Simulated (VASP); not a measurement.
Data:

```xyz
6
Lattice="4.8707 0.0000 0.0000 -2.4353 4.2182 0.0000 0.0000 0.0000 7.6520" Properties=species:S:1:pos:R:3 pbc="T T T"
Ca    -2.4353     4.2182     5.7390
Ca     0.0000     0.0000     1.9130
In     0.0000     2.8121     7.2817
In     2.4354     1.4060     0.3703
In     2.4354     1.4060     3.4557
In     0.0000     2.8121     4.1963
```

Level of theory: PBEsol GGA, VASP's PBE PAW potentials (set 64) (plane waves; VASP). Run with 400 eV cut-off, 8×8×5 Γ-centred mesh, tetrahedra with Blöchl corrections, potentials Ca_sv In_d.

Unless said otherwise, spin-orbit coupling is left out, though it shifts the bands of the heavy elements here.

Q: What does the run give for the energy per atom (σ→0), band gap (on the k-mesh) with the smallest direct gap where there is one?

A: 
- band gap (on the k-mesh): none (metal, semimetal or under 0.01 eV)
- energy per atom (σ→0): -3196 meV/atom

The structure comes from a computed database's CaIn2 entry (P6_3/mmc); how it stands against other phases isn't given here. It was relaxed first.
